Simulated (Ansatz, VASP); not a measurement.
LiBeF3: VASP beside Ansatz

INCAR

```
SYSTEM = LiBeF3
ALGO     = Normal         ! electronic algorithm
EDIFF    = 1E-6           ! SCF threshold, eV
EDIFFG   = -0.04          ! ionic threshold
ENCUT    = 600            ! plane-wave cutoff, eV
GGA      = PE             ! functional
IBRION   = 2              ! ionic algorithm
ISIF     = 3              ! what is computed and relaxed
ISMEAR   = 0              ! smearing method
LASPH    = .TRUE.         ! aspherical terms in the spheres
LCHARG   = .FALSE.        ! write CHGCAR
LREAL    = .FALSE.        ! projectors in reciprocal space
LWAVE    = .FALSE.        ! write WAVECAR
NELM     = 60             ! most SCF steps
NSW      = 90             ! ionic steps
PREC     = Accurate       ! precision mode
SIGMA    = 0.1            ! smearing width, eV
```

File KPOINTS:

```
k-points
0
G
  4 4 4
  0 0 0
```

The input POSCAR:

```
LiBeF3
1.0
    3.8468311000      0.0000000000      0.0000000000
    0.0000000000      3.8468311000      0.0000000000
    0.0000000000      0.0000000000      3.8468311000
Li Be F
1 1 3
Direct
    0.5000000000      0.5000000000      0.5000000000
    0.0000000000      0.0000000000      0.0000000000
    0.0000000000      0.5000000000      0.5000000000
    0.5000000000      0.0000000000      0.5000000000
    0.5000000000      0.5000000000      0.0000000000
```

Input for Ansatz:

```yaml
crystal:
  lattice:
    - [3.8468311, 0.0, 0.0]
    - [0.0, 3.8468311, 0.0]
    - [0.0, 0.0, 3.8468311]
  atoms:
    - { symbol: Li, position: [0.5, 0.5, 0.5] }
    - { symbol: Be, position: [0.0, 0.0, 0.0] }
    - { symbol: F, position: [0.0, 0.5, 0.5] }
    - { symbol: F, position: [0.5, 0.0, 0.5] }
    - { symbol: F, position: [0.5, 0.5, 0.0] }
basis:
  ecutwfc: 420
kpoints:
  mp_grid: { grid: [4, 4, 4] }
hamiltonian:
  xc: pbe
scf:
  occupations: { method: gaussian, width: 0.1 }
  lower_state_search: "off"
output:
  forces: true
  stress: true
  eigenvalues: true
relax:
  adjacent_minimum: "off"
  f_tol: 0.04
  max_steps: 70
  cell: { stress_tol: 0.4 }
```

Alike in both runs: task relaxation of cell and atoms; functional PBE; k mesh 4 × 4 × 4; occupations gaussian, width 0.1 eV; no spin polarisation.

```csv
,VASP,Ansatz
version,VASP 6.6.1,Ansatz 0.2.0
potentials or method,"VASP PAW PBE potentials, release 64 (Li_sv, Be, F)","scalar-relativistic, plane waves, PAW"
plane-wave cutoff (eV),600,420
valence electrons in the cell,26,26
```

```csv
,VASP,Ansatz,Ansatz less VASP
"gap on the k mesh at the Fermi level, each at its own relaxed structure (eV)",1.61,1.60,-0.011
relaxed volume (Å³/atom),8.81,8.88,+0.072
relaxed cell length with the largest relative difference (Å),3.532,3.541,+0.0096
energy change over the relaxation (meV/atom),-140,-131,+9.1
```

Caveats: the cutoff is under 1.25 times the usual one of these potentials, so pressure, stress and relaxed cells hold a basis-set (Pulay) error (VASP); the volume moved by over 15 % at a fixed basis, so the end points are rough (VASP). A k mesh can miss the band edges.
